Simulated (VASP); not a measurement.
Input:

```
CELL_PARAMETERS angstrom
     -1.59502     1.62693     3.91174
      1.59502    -1.62693     3.91174
      1.59502     1.62693    -3.91174
ATOMIC_POSITIONS crystal
  Si 0.66495 0.66495 0.00000
  Si 0.33505 0.33505 0.00000
  Mo 0.00000 0.00000 0.00000
```

Computed with PBEsol GGA, VASP's PBE PAW potentials (set 64) (plane waves; VASP). Run with 480 eV cut-off, 12×12×12 Γ-centred mesh, first-order Methfessel-Paxton smearing of 0.10 eV, potentials Si Mo_sv.

Estimate the energy per atom (σ→0), pressure, band gap (on the k-mesh) with the smallest direct gap where there is one.

- band gap (on the k-mesh): none (metal, semimetal or under 0.01 eV)
- energy per atom (σ→0): -8353 meV/atom
- pressure: -3.71 GPa

The compound is MoSi2 in the MoSi2 type structure. This cell was strained or had an atom moved on purpose.
